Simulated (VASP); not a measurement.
Consider the following.

```
PdGe
1.0
    3.71409     0.00000     0.00000
   -1.85705     3.21650     0.00000
    0.00000     0.00000     2.85241
Pd Ge
1 1
Cartesian
  0.00000   0.00000   0.00000
  1.85705   1.07217   1.42620
```

Calculation: r2SCAN meta-GGA, VASP's PBE PAW potentials (set 64) (plane waves; VASP). Run with 400 eV cut-off, 13×13×14 Γ-centred mesh, tetrahedra with Blöchl corrections, potentials Pd Ge_d.

### Question
Give the energies of bands 7 to 15 at the high-symmetry points, in eV from the Fermi level.

### Answer

| band | Γ | M | K | A | L | H |
|---|---|---|---|---|---|---|
| 7 | -5.11 | -6.46 | -6.21 | -6.88 | -5.85 | -6.03 |
| 8 | -4.83 | -4.61 | -4.42 | -4.68 | -5.25 | -5.66 |
| 9 | -4.83 | -3.50 | -3.32 | -4.68 | -3.43 | -3.33 |
| 10 | -2.74 | -3.23 | -3.19 | -3.68 | -2.97 | -2.33 |
| 11 | -2.74 | -2.79 | -3.03 | -3.68 | -2.28 | -1.54 |
| 12 | 3.26 | -2.60 | -2.90 | -0.53 | -1.61 | -0.58 |
| 13 | 3.26 | -0.48 | -2.31 | 4.48 | 0.74 | -0.50 |
| 14 | 5.13 | 5.91 | 8.66 | 4.48 | 3.25 | 3.48 |
| 15 | 5.71 | 8.24 | 10.70 | 9.05 | 5.55 | 3.64 |

It has no gap at this level: it comes out as a metal or semimetal.

The structure was generated: GePd was put into the WC type (P-6m2), which need not be its known phase. It was relaxed first.
